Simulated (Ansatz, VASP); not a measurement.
**Cu3Pd: VASP beside Ansatz**

```
CELL_PARAMETERS angstrom
3.72200 0.00000 0.00000
0.00000 3.72200 0.00000
0.00000 0.00000 3.64756
ATOMIC_POSITIONS crystal
Cu 0.00000 0.50000 0.50000
Cu 0.50000 0.00000 0.50000
Cu 0.50000 0.50000 0.00000
Pd 0.00000 0.00000 0.00000
```

Change from the starting cell: zz strain of -2 %.

Alike in both runs: task single point; functional PBEsol; k mesh 9 × 9 × 9; occupations fermi-dirac, width 0.05 eV; no spin polarisation.

|  | VASP | Ansatz |
| --- | --- | --- |
| version | VASP 6.6.1 | Ansatz 0.2.0 |
| potentials or method | VASP PAW PBE potentials, release 64 (Cu, Pd), cutoff 520 eV | all-electron LAPW, scalar-relativistic |

VASP gave:

```
pressure (GPa)                                  : -5.1
largest component of the traceless stress (GPa) : 0.63
```

Q: What did Ansatz give for the same quantities?

A: Pressure (GPa): -5.5; largest component of the traceless stress (GPa): 0.64.

Ansatz ran all-electron here, so the differences hold the error of VASP's frozen core and of both bases.

Caveats: the PAW data sets were made with another functional, which shifts forces and pressure a little (VASP).
